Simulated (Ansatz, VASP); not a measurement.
**Te: VASP beside Ansatz**

Aim: how closely do two programs agree when they are given the same cell, functional and k mesh? The cell is taken from a series of runs on this material, whose earlier steps may have relaxed, scaled, displaced or heated it; both programs get it as it stands.

Calculated with Ansatz 0.2.0; plane waves, with VASP 6.6.1 beside it; G0W0 gap at PBE0 form with 15 % exact exchange with an exact-exchange share of 0.15.

### Step 1. Set-up

It takes space group P3_121 (No. 152, trigonal). Conventional cell: a = 4.457 Å, b = 4.457 Å, c = 5.929 Å, α = 90.00°, β = 90.00°, γ = 120.00°. Te has 2 Te at 2.84 Å nearest.

Structure file:

```xyz
3
Lattice="4.4572 0.0000 0.0000 -2.2286 3.8600 0.0000 0.0000 0.0000 5.9290" Properties=species:S:1:pos:R:3 pbc="T T T"
Te    1.1736    0.0000    1.9763
Te   -0.5868    1.0164    3.9527
Te    1.6418    2.8437    0.0000
```

### Step 2. VASP: G0W0 gap, PBE0 form with 15 % exact exchange with an exact-exchange share of 0.15

Quasiparticle shifts depend on high empty states and on the cores, so they are the hardest test of two PAW sets.

Lines of VASP's logs that name or quote its potential files are left out, and so is its time.

The run reads the wave functions of an earlier VASP run, which isn't shown here.

File INCAR:

```
SYSTEM = Te
PREC = Accurate
ENCUT = 300
ISMEAR = 0
SIGMA = 0.01
LREAL = .FALSE.
LHFCALC = .TRUE.
AEXX = 0.15
GGA = PE
LASPH = .TRUE.
NBANDS = 448
PRECFOCK = Fast
ALGO = EVGW0
NELMGW = 1
ENCUTGW = 150
NOMEGA = 64
NBANDSGW = 32
LWAVE = .FALSE.
LCHARG = .FALSE.
```

File POSCAR:

```
Te
1.0
    4.4572000000      0.0000000000      0.0000000000
   -2.2286000000      3.8600484297      0.0000000000
    0.0000000000      0.0000000000      5.9290000000
Te
3
Direct
    0.2633000000      0.0000000000      0.3333333333
    0.0000000000      0.2633000000      0.6666666667
    0.7367000000      0.7367000000      0.0000000000
```

File KPOINTS:

```
Automatic mesh
0
Gamma
6 6 4
0 0 0
```

PAW data sets: Te_GW (PBE family, release 64).

Launch:

```
$ mpirun -np 16 vasp_std
```

Numbers of over 12 decimals in the logs are rounded to 6 here.

The program printed:

```text
[banner, memory and clock lines left out]
running   16 mpi-ranks, on    1 nodes
 distrk:  each k-point on   16 cores,    1 groups
 distr:  one band on    1 cores,   16 groups

 POSCAR found type information on POSCAR Te
 POSCAR found :  1 types and       3 ions
|                                                                             |
|           W    W    AA    RRRRR   N    N  II  N    N   GGGG   !!!           |
|           W    W   A  A   R    R  NN   N  II  NN   N  G    G  !!!           |
|           W    W  A    A  R    R  N N  N  II  N N  N  G       !!!           |
|           W WW W  AAAAAA  RRRRR   N  N N  II  N  N N  G  GGG   !            |
|           WW  WW  A    A  R   R   N   NN  II  N   NN  G    G                |
|           W    W  A    A  R    R  N    N  II  N    N   GGGG   !!!           |
|                                                                             |
|     For optimal performance we recommend to set                             |
|       NCORE = 2 up to number-of-cores-per-socket                            |
|     NCORE specifies how many cores store one orbital (NPAR=cpu/NCORE).      |
|     This setting can greatly improve the performance of VASP for DFT.       |
|     The default, NCORE=1 might be grossly inefficient on modern             |
|     multi-core architectures or massively parallel machines. Do your        |
|     Unfortunately you need to use the default for GW and RPA                |
|     calculations (for HF NCORE is supported but not extensively tested      |
|     yet).                                                                   |
|                                                                             |

|                                                                             |
|           W    W    AA    RRRRR   N    N  II  N    N   GGGG   !!!           |
|           W    W   A  A   R    R  NN   N  II  NN   N  G    G  !!!           |
|           W    W  A    A  R    R  N N  N  II  N N  N  G       !!!           |
|           W WW W  AAAAAA  RRRRR   N  N N  II  N  N N  G  GGG   !            |
|           WW  WW  A    A  R   R   N   NN  II  N   NN  G    G                |
|           W    W  A    A  R    R  N    N  II  N    N   GGGG   !!!           |
|                                                                             |
|     The default for ENCUTGWSOFT is different in this version of VASP.       |
|     please manually set ENCUTGWSOFT =150 in the INCAR file.                 |
|                                                                             |

 LDA part: xc-table for (Slater+PW92), standard interpolation
 found WAVECAR, reading the header
 POSCAR, INCAR and KPOINTS ok, starting setup
 FFT: planning ... GRIDC
 FFT: planning ... GRID_SOFT
 FFT: planning ... GRID
 reading WAVECAR
 the WAVECAR file was read successfully
 initial charge from wavefunction
 available memory per node:     21.46 GB, setting MAXMEM to     21972

 The Fermi energy was updated, please check that it is located mid-gap
 values below the HOMO (VB) or above the LUMO (CB) will cause erroneous energies
 E-fermi :   5.9121

 calculate exact exchange contribution
 the WAVEDER file was read successfully
energies w=
    0.000    0.000    0.310    0.000    0.618    0.000    0.926    0.000
    1.231    0.000    1.534    0.000    1.833    0.000    2.129    0.000
    2.422    0.000    2.710    0.000    2.994    0.000    3.274    0.000
    3.551    0.000    3.823    0.000    4.092    0.000    4.359    0.000
    4.622    0.000    4.883    0.000    5.142    0.000    5.400    0.000
    5.657    0.000    5.914    0.000    6.171    0.000    6.428    0.000
    6.688    0.000    6.950    0.000    7.215    0.000    7.484    0.000
    7.757    0.000    8.037    0.000    8.323    0.000    8.616    0.000
    8.919    0.000    9.232    0.000    9.557    0.000    9.897    0.000
   10.251    0.000   10.623    0.000   11.016    0.000   11.432    0.000
   11.874    0.000   12.348    0.000   12.857    0.000   13.407    0.000
   14.005    0.000   14.658    0.000   15.378    0.000   16.176    0.000
   17.067    0.000   18.071    0.000   19.212    0.000   20.522    0.000
   22.045    0.000   23.836    0.000   25.977    0.000   28.580    0.000
   31.814    0.000   35.938    0.000   41.373    0.000   48.851    0.000
   59.777    0.000   77.207    0.000  109.330    0.000  187.968    0.000
 responsefunction array rank=     464
 LDA part: xc-table for (Slater+PW92), standard interpolation

 min. memory requirement per mpi rank    499.6 MB, per node   7993.0 MB

 allocating   4 responsefunctions rank=   464
 shmem allocating  64 responsefunctions rank=   464
 response function shared by NCSHMEM nodes    1
 Doing            4  frequencies on each core in blocks of           64
NQ=   1    0.0000    0.0000    0.0000,
|.........|.........|.........|.........|.........|.........|.........|.........
 performed       1826000 updates of chi_q(r,r)
 total number of BLAS operations       2945.01 Gflops
NQ=   2    0.1667    0.0000    0.0000,
|.........|.........|.........|.........|.........|.........|.........|.........
 performed       6232000 updates of chi_q(r,r)
 total number of BLAS operations       9707.89 Gflops
NQ=   3    0.3333    0.0000    0.0000,
|.........|.........|.........|.........|.........|.........|.........|.........
 performed      10638000 updates of chi_q(r,r)
 total number of BLAS operations      15985.70 Gflops
NQ=   4    0.5000    0.0000    0.0000,
|.........|.........|.........|.........|.........|.........|.........|.........
 performed      13496000 updates of chi_q(r,r)
 total number of BLAS operations      20096.40 Gflops
NQ=   5    0.1667    0.1667    0.0000,
|.........|.........|.........|.........|.........|.........|.........|.........
 performed      16984000 updates of chi_q(r,r)
 total number of BLAS operations      25137.99 Gflops
NQ=   6    0.3333    0.1667    0.0000,
|.........|.........|.........|.........|.........|.........|.........|.........
 performed      22250000 updates of chi_q(r,r)
 total number of BLAS operations      32359.46 Gflops
NQ=   7    0.3333    0.3333    0.0000,
|.........|.........|.........|.........|.........|.........|.........|.........
 performed      24362000 updates of chi_q(r,r)
 total number of BLAS operations      35340.96 Gflops
NQ=   8    0.0000    0.0000    0.2500,
|.........|.........|.........|.........|.........|.........|.........|.........
 performed      26818000 updates of chi_q(r,r)
 total number of BLAS operations      39008.94 Gflops
NQ=   9    0.1667    0.0000    0.2500,
|.........|.........|.........|.........|.........|.........|.........|.........
 performed      31224000 updates of chi_q(r,r)
 total number of BLAS operations      45618.30 Gflops
NQ=  10    0.0000    0.1667    0.2500,
|.........|.........|.........|.........|.........|.........|.........|.........
 performed      35630000 updates of chi_q(r,r)
 total number of BLAS operations      52227.65 Gflops
NQ=  11    0.3333    0.0000    0.2500,
|.........|.........|.........|.........|.........|.........|.........|.........
 performed      40036000 updates of chi_q(r,r)
 total number of BLAS operations      58745.74 Gflops
NQ=  12    0.0000    0.3333    0.2500,
|.........|.........|.........|.........|.........|.........|.........|.........
 performed      44442000 updates of chi_q(r,r)
 total number of BLAS operations      65263.83 Gflops
NQ=  13    0.5000    0.0000    0.2500,
|.........|.........|.........|.........|.........|.........|.........|.........
 performed      48848000 updates of chi_q(r,r)
 total number of BLAS operations      71482.28 Gflops
NQ=  14    0.1667    0.1667    0.2500,
|.........|.........|.........|.........|.........|.........|.........|.........
 performed      54114000 updates of chi_q(r,r)
 total number of BLAS operations      79236.52 Gflops
NQ=  15    0.3333    0.1667    0.2500,
|.........|.........|.........|.........|.........|.........|.........|.........
 performed      59380000 updates of chi_q(r,r)
 total number of BLAS operations      86811.07 Gflops
NQ=  16   -0.1667    0.5000    0.2500,
|.........|.........|.........|.........|.........|.........|.........|.........
 performed      64646000 updates of chi_q(r,r)
 total number of BLAS operations      94385.62 Gflops
NQ=  17    0.3333    0.3333    0.2500,
|.........|.........|.........|.........|.........|.........|.........|.........
 performed      67446000 updates of chi_q(r,r)
 total number of BLAS operations      98451.93 Gflops
NQ=  18    0.0000    0.0000    0.5000,
|.........|.........|.........|.........|.........|.........|.........|.........
 performed      69272000 updates of chi_q(r,r)
 total number of BLAS operations     101178.16 Gflops
NQ=  19    0.1667    0.0000    0.5000,
|.........|.........|.........|.........|.........|.........|.........|.........
 performed      73678000 updates of chi_q(r,r)
 total number of BLAS operations     107879.42 Gflops
NQ=  20    0.3333    0.0000    0.5000,
|.........|.........|.........|.........|.........|.........|.........|.........
 performed      78084000 updates of chi_q(r,r)
 total number of BLAS operations     114157.23 Gflops
NQ=  21    0.5000    0.0000    0.5000,
|.........|.........|.........|.........|.........|.........|.........|.........
 performed      80942000 updates of chi_q(r,r)
 total number of BLAS operations     118114.27 Gflops
NQ=  22    0.1667    0.1667    0.5000,
|.........|.........|.........|.........|.........|.........|.........|.........
 performed      84430000 updates of chi_q(r,r)
 total number of BLAS operations     123227.29 Gflops
NQ=  23    0.3333    0.1667    0.5000,
|.........|.........|.........|.........|.........|.........|.........|.........
 performed      89696000 updates of chi_q(r,r)
 total number of BLAS operations     130945.43 Gflops
NQ=  24    0.3333    0.3333    0.5000,
|.........|.........|.........|.........|.........|.........|.........|.........
 performed      91808000 updates of chi_q(r,r)
 total number of BLAS operations     133842.34 Gflops
 resolving degeneracies of screened two electron integrals

 calculate QP shifts <psi_nk| G(iteration)W_0 |psi_nk>: iteration 1
 entering main loop
```

OUTCAR, selected parts (step 2):

```text
ion  position               nearest neighbor table
   1  0.263  0.000  0.333-   3 2.84   2 2.84   3 3.49   3 3.49   2 3.49   2 3.49
   2  0.000  0.263  0.667-   3 2.84   1 2.84   3 3.49   3 3.49   1 3.49   1 3.49
   3  0.737  0.737  0.000-   2 2.84   1 2.84   1 3.49   2 3.49   2 3.49   1 3.49

  LATTYP: Found a hexagonal cell.
 ALAT       =     4.4572000000
 C/A-ratio  =     1.3302073050

 Subroutine GETGRP returns: Found  6 space group operations
 (whereof  2 operations were pure point group operations)

The static configuration has the point symmetry C_2 .
 The point group associated with its full space group is D_3 .

 Found     24 irreducible k-points:

   k-points           NKPTS =     24   k-points in BZ     NKDIM =    144   number of bands    NBANDS=    448

   dimension x,y,z NGX =    28 NGY =   28 NGZ =   36
   dimension x,y,z NGXF=    56 NGYF=   56 NGZF=   72

   ENCUT  =  300.0 eV  22.05 Ry    4.70 a.u.   6.29  6.29  8.37*2*pi/ulx,y,z

   NELECT =      18.0000    total number of electrons

  energy-cutoff  :      300.00
  volume of cell :      102.01
      direct lattice vectors                 reciprocal lattice vectors
     4.457200000  0.000000000  0.000000000     0.224356098  0.129532054  0.000000000
    -2.228600000  3.860048430  0.000000000     0.000000000  0.259064107  0.000000000
     0.000000000  0.000000000  5.929000000     0.000000000  0.000000000  0.168662506

 k-points in reciprocal lattice and weights: Automatic mesh
   0.00000000  0.00000000  0.00000000       0.007
   0.16666667  0.00000000  0.00000000       0.042
   0.33333333  0.00000000  0.00000000       0.042
   0.50000000  0.00000000  0.00000000       0.021
   0.16666667  0.16666667  0.00000000       0.042
   0.33333333  0.16666667  0.00000000       0.083
   0.33333333  0.33333333  0.00000000       0.014
   0.00000000  0.00000000  0.25000000       0.014
   0.16666667  0.00000000  0.25000000       0.042
[...]
0.33333333  0.16666667  0.50000000       0.083
   0.33333333  0.33333333  0.50000000       0.014

 E-fermi :   5.9121

 QP shifts <psi_nk| G(iteration)W_0 |psi_nk>: iteration 1
 for sc-GW calculations column KS-energies equals QP-energies in previous step
 and V_xc(KS)=  KS-energies - (<T + V_ion + V_H > + <T+V_H+V_ion>^1  + <V_x>^1)
 k-point   1 :       0.0000    0.0000    0.0000
  band No.  KS-energies  QP-energies   sigma(KS)   V_xc(KS)     V^pw_x(r,r')   Z            occupation Imag(sigma)
    ...
      6       2.6107       2.5820     -11.3335     -11.2945     -12.6241       0.7354       2.0000       0.0730
      7       3.7237       3.6467     -10.8299     -10.7243     -12.3002       0.7294       2.0000       0.0651
      8       3.7237       3.6467     -10.8299     -10.7243     -12.3002       0.7294       2.0000       0.0651
      9       4.6832       4.5664     -11.0764     -10.9188     -12.2748       0.7414       2.0000       0.0479
     10       7.2343       6.9927     -10.5190     -10.1941      -6.9903       0.7437       0.0000      -0.0646
     11       7.2343       6.9927     -10.5190     -10.1941      -6.9903       0.7437       0.0000      -0.0646
     12       7.9275       7.6498     -10.3166      -9.9411      -6.4227       0.7398       0.0000      -0.0759
     13      11.2734      10.8148      -8.3462      -7.7495      -3.9326       0.7686       0.0000      -0.1176
    ...

 k-point   2 :       0.1667    0.0000    0.0000
  band No.  KS-energies  QP-energies   sigma(KS)   V_xc(KS)     V^pw_x(r,r')   Z            occupation Imag(sigma)
    ...
      6       2.2093       2.1947     -10.9747     -10.9543     -12.8617       0.7192       2.0000       0.1160
      7       4.1639       4.0714     -11.1388     -11.0141     -12.2118       0.7417       2.0000       0.0506
      8       4.5279       4.4149     -11.1592     -11.0073     -12.1882       0.7439       2.0000       0.0461
      9       4.6901       4.5663     -11.0945     -10.9288     -11.9968       0.7471       2.0000       0.0429
     10       7.0458       6.8148     -10.2957      -9.9891      -6.9307       0.7536       0.0000      -0.0592
     11       7.1603       6.9210     -10.3747     -10.0554      -6.9332       0.7493       0.0000      -0.0620
     12       7.8085       7.5323     -10.2609      -9.8893      -6.4929       0.7431       0.0000      -0.0725
     13      10.7266      10.2651      -8.0427      -7.4422      -3.6743       0.7684       0.0000      -0.1074
    ...

 k-point   3 :       0.3333    0.0000    0.0000
  band No.  KS-energies  QP-energies   sigma(KS)   V_xc(KS)     V^pw_x(r,r')   Z            occupation Imag(sigma)
    ...
      6       1.6882       1.7096     -10.7100     -10.7401     -12.9972       0.7112       2.0000       0.1682
      7       3.0121       2.9709     -10.5667     -10.5100     -12.0756       0.7263       2.0000       0.0860
      8       4.4266       4.3128     -11.0287     -10.8764     -11.9004       0.7470       2.0000       0.0431
      9       4.6262       4.5069     -11.1804     -11.0203     -12.1621       0.7455       2.0000       0.0452
     10       7.1114       6.8596     -10.1677      -9.8342      -6.7809       0.7550       0.0000      -0.0608
     11       7.3075       7.0534     -10.1106      -9.7732      -6.5924       0.7534       0.0000      -0.0636
     12       9.1099       8.7936     -10.9798     -10.5447      -6.8890       0.7270       0.0000      -0.1175
     13       9.6788       9.2233      -7.8848      -7.2977      -3.7804       0.7758       0.0000      -0.0877
    ...

 k-point   4 :       0.5000    0.0000    0.0000
  band No.  KS-energies  QP-energies   sigma(KS)   V_xc(KS)     V^pw_x(r,r')   Z            occupation Imag(sigma)
    ...
      6       1.7207       1.7394     -10.6462     -10.6725     -12.9330       0.7103       2.0000       0.1638
      7       1.7819       1.8190     -10.2676     -10.3198     -12.5787       0.7110       2.0000       0.1881
      8       4.3422       4.2251     -10.8714     -10.7144     -11.7569       0.7455       2.0000       0.0426
      9       4.6097       4.4917     -11.1786     -11.0204     -12.1231       0.7461       2.0000       0.0449
     10       7.1050       6.8446     -10.0999      -9.7562      -6.7340       0.7574       0.0000      -0.0599
     11       7.2289       6.9744     -10.0473      -9.7104      -6.5893       0.7552       0.0000      -0.0624
     12       9.2777       8.8236      -7.8474      -7.2645      -3.8507       0.7790       0.0000      -0.0824
     13      10.1366       9.7623     -11.2874     -10.7646      -6.6323       0.7159       0.0000      -0.2128
    ...

[... 4 further parts left out ...]
```

(Part 1 of 2 ends here.)

[Lines on the potential files, build, host, timing and source positions are cut from VASP's logs without a mark.]

[Logs are printed without paths, hosts, clocks, repeated set-up lines and the standing remarks that a program may print on its own settings, such as how far it seeks lower states.]

[Hosts, paths, dates, database ids (printed as entryN), source tags and the programs' standing remarks are cut or masked in the printed files.]
